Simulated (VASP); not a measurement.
Method: PBE GGA, VASP's PBE PAW potentials (set 64) (plane waves; VASP).

VASP input:

INCAR:
```
PREC  =  Accurate
ENCUT  =  620
SYSTEM  =  KZnF3
LASPH  =  .TRUE.
LWAVE  =  .FALSE.
GGA  =  PE
LMAXMIX  =  4   # l cut-off of mixed one-centre charges
ISMEAR  =  0
EDIFF  =  1E-6   # SCF stop (eV)
LCHARG  =  .FALSE.
LREAL  =  .FALSE.
PSTRESS  =  100   # kbar
NELM  =  100
IBRION  =  2
NSW  =  40
ISIF  =  3
SIGMA  =  0.05   # width (eV)
ALGO  =  Normal   # blocked Davidson
EDIFFG  =  -0.02   # ionic stop
```

File POSCAR:
```
KZnF3
1
    3.9826014459     0.0000000000    -0.0000000000
    0.0000000000     3.9826014459    -0.0000000000
    0.0000000000     0.0000000000     3.9826014459
K Zn F
1 1 3
Direct
  0.0000000000   0.0000000000   0.0000000000
  0.5000000000   0.5000000000   0.5000000000
  0.5000000000   0.0000000000   0.5000000000
  0.0000000000   0.5000000000   0.5000000000
  0.5000000000   0.5000000000   0.0000000000
```

**KPOINTS**
```
kpoints
0
Gamma
6 6 6
0 0 0
```

POTCAR, in this order: K_sv Zn F (PBE.64 set). Program: vasp_std.

The resulting files:

**OUTCAR**
```
 ion  position               nearest neighbor table
   1  0.000  0.000  0.000-   3 2.82   4 2.82   5 2.82   3 2.82   4 2.82   4 2.82   5 2.82   4 2.82
                             3 2.82   5 2.82   3 2.82   5 2.82
   2  0.500  0.500  0.500-   3 1.99   4 1.99   5 1.99   5 1.99   3 1.99   4 1.99
   3  0.500  0.000  0.500-   2 1.99   2 1.99   1 2.82   1 2.82   1 2.82   1 2.82
   4  0.000  0.500  0.500-   2 1.99   2 1.99   1 2.82   1 2.82   1 2.82   1 2.82
   5  0.500  0.500  0.000-   2 1.99   2 1.99   1 2.82   1 2.82   1 2.82   1 2.82
  LATTYP: Found a simple cubic cell.
 ALAT       =     3.9826014459
 Subroutine PRICEL returns:
 Original cell was already a primitive cell.
 Subroutine GETGRP returns: Found 48 space group operations
The static configuration has the point symmetry O_h .
The dynamic configuration has the point symmetry O_h .
 Subroutine INISYM returns: Found 48 space group operations
 Subroutine IBZKPT returns following result:
 Found     20 irreducible k-points:

 Following reciprocal coordinates:
            Coordinates               Weight
  0.000000  0.000000  0.000000      1.000000
  0.166667  0.000000  0.000000      6.000000
  0.333333  0.000000  0.000000      6.000000
  0.500000  0.000000  0.000000      3.000000
  0.166667  0.166667  0.000000     12.000000
...
```

### OSZICAR
```
       N       E                     dE             d eps       ncg     rms          rms(c)
DAV:   1     0.500160328591E+03    0.50016E+03   -0.25299E+04  1000   0.233E+03
DAV:   2     0.172033615040E+02   -0.48296E+03   -0.47259E+03  1192   0.546E+02
DAV:   3    -0.213622122642E+02   -0.38566E+02   -0.38403E+02  1234   0.166E+02
DAV:   4    -0.222831062802E+02   -0.92089E+00   -0.91987E+00  1568   0.233E+01
DAV:   5    -0.222942238702E+02   -0.11118E-01   -0.11097E-01  1318   0.214E+00    0.128E+01
DAV:   6    -0.200740091751E+02    0.22202E+01   -0.81453E+00  1490   0.396E+01    0.818E+00
DAV:   7    -0.201339225754E+02   -0.59913E-01   -0.14189E+00  1046   0.857E+00    0.511E+00
DAV:   8    -0.201503602904E+02   -0.16438E-01   -0.53722E-01  1353   0.167E+01    0.156E+00
DAV:   9    -0.201220749864E+02    0.28285E-01   -0.74881E-02  1598   0.780E+00    0.754E-01
DAV:  10    -0.201157596653E+02    0.63153E-02   -0.11020E-01  1424   0.906E+00    0.333E-01
DAV:  11    -0.201152502716E+02    0.50939E-03   -0.18226E-02  1404   0.186E+00    0.113E-01
DAV:  12    -0.201153587461E+02   -0.10847E-03   -0.86157E-04  1069   0.231E-01    0.111E-01
DAV:  13    -0.201153527006E+02    0.60455E-05   -0.63130E-05  1566   0.114E-01    0.109E-01
DAV:  14    -0.201154437680E+02   -0.91067E-04   -0.18424E-03  1254   0.156E+00    0.127E-01
DAV:  15    -0.201154470836E+02   -0.33156E-05   -0.12648E-04  1285   0.161E-01    0.125E-01
DAV:  16    -0.201153159875E+02    0.13110E-03   -0.15830E-04  1153   0.976E-02    0.779E-02
DAV:  17    -0.201152497544E+02    0.66233E-04   -0.17288E-04  1318   0.231E-01    0.273E-02
DAV:  18    -0.201152431619E+02    0.65925E-05   -0.31687E-05  1420   0.873E-02    0.104E-02
DAV:  19    -0.201152434547E+02   -0.29279E-06   -0.38154E-06   876   0.116E-02
   1 F= -.16172578E+02 E0= -.16172578E+02  d E =-.161726E+02
```

**OUTCAR**
```
------------------------ aborting loop because EDIFF is reached ----------------------------------------
  FORCE on cell =-STRESS in cart. coord.  units (eV):
  Direction    XX          YY          ZZ          XY          YZ          ZX
  --------------------------------------------------------------------------------------
  Total        3.8621859      3.8621859      3.8621859     -0.0000000     -0.0000000      0.0000000
  in kB       97.9587449     97.9587449     97.9587449     -0.0000000     -0.0000000      0.0000000
  external PRESSURE =      -2.0412551 kB  Pullay stress =     100.0000000 kB
  volume of cell :       63.17
      direct lattice vectors                 reciprocal lattice vectors
     3.982601446  0.000000000  0.000000000     0.251092160  0.000000000  0.000000000
     0.000000000  3.982601446  0.000000000     0.000000000  0.251092160  0.000000000
     0.000000000  0.000000000  3.982601446     0.000000000  0.000000000  0.251092160
 POSITION                                       TOTAL-FORCE (eV/Angst)
 -----------------------------------------------------------------------------------
      0.00000      0.00000      0.00000         0.000000      0.000000      0.000000
      1.99130      1.99130      1.99130         0.000000      0.000000      0.000000
      1.99130      0.00000      1.99130         0.000000      0.000000      0.000000
      0.00000      1.99130      1.99130         0.000000      0.000000      0.000000
      1.99130      1.99130      0.00000         0.000000      0.000000      0.000000
 -----------------------------------------------------------------------------------
    total drift:                                0.000000     -0.000000     -0.000000
  FREE ENERGIE OF THE ION-ELECTRON SYSTEM (eV)
  ---------------------------------------------------
  free  energy   TOTEN  =       -20.1152434547 eV

  energy  without entropy=      -20.1152434547  energy(sigma->0) =      -20.11524345
  enthalpy is  TOTEN    =       -16.1725777166 eV   P V=        3.9426657380

 reached required accuracy - stopping structural energy minimisation
```
(Selected blocks of OUTCAR.)

### OUTCAR
```
 val. band max:       -0.2163798502   @ k =   0.5000   0.5000   0.5000

 cond. band min:       3.7062445540   @ k =   0.0000   0.0000   0.0000


 Fermi energy:         0.0005857618

 k-point     1 :       0.0000    0.0000    0.0000
  band No.  band energies     occupation
      1     -27.5085      2.00000
      2     -22.2728      2.00000
      3     -21.5761      2.00000
      4     -21.5761      2.00000
      5     -11.0028      2.00000
      6     -11.0028      2.00000
      7     -11.0028      2.00000
      8      -4.8007      2.00000
      9      -4.8007      2.00000
     10      -4.8007      2.00000
     11      -3.7125      2.00000
     12      -3.7125      2.00000
     13      -3.7125      2.00000
     14      -3.3145      2.00000
     15      -3.3145      2.00000
     16      -2.6273      2.00000
     17      -2.6273      2.00000
     18      -2.6273      2.00000
     19      -2.3769      2.00000
     20      -2.3769      2.00000
     21      -2.3769      2.00000
     22       3.7062      0.00000
     23       8.2494      0.00000
     24       8.2494      0.00000
     25       9.3145      0.00000

 k-point     2 :       0.1667    0.0000    0.0000
  band No.  band energies     occupation
      1     -27.5010      2.00000
      2     -22.2384      2.00000
      3     -21.6093      2.00000
      4     -21.5741      2.00000
      5     -10.9989      2.00000
      6     -10.9887      2.00000
      7     -10.9887      2.00000
      8      -5.2532      2.00000
      9      -4.7822      2.00000
     10      -4.7822      2.00000
     11      -3.8596      2.00000
     12      -3.8596      2.00000
     13      -3.7112      2.00000
     14      -3.3143      2.00000
     15      -3.2289      2.00000
     16      -2.6886      2.00000
     17      -2.5720      2.00000
     18      -2.5720      2.00000
     19      -2.3367      2.00000
     20      -2.3367      2.00000
     21      -2.2641      2.00000
     22       4.2596      0.00000
     23       8.4885      0.00000
...
```

The compound is KZnF3 in the cubic perovskite structure. It was relaxed first under an external pressure of 10 GPa.
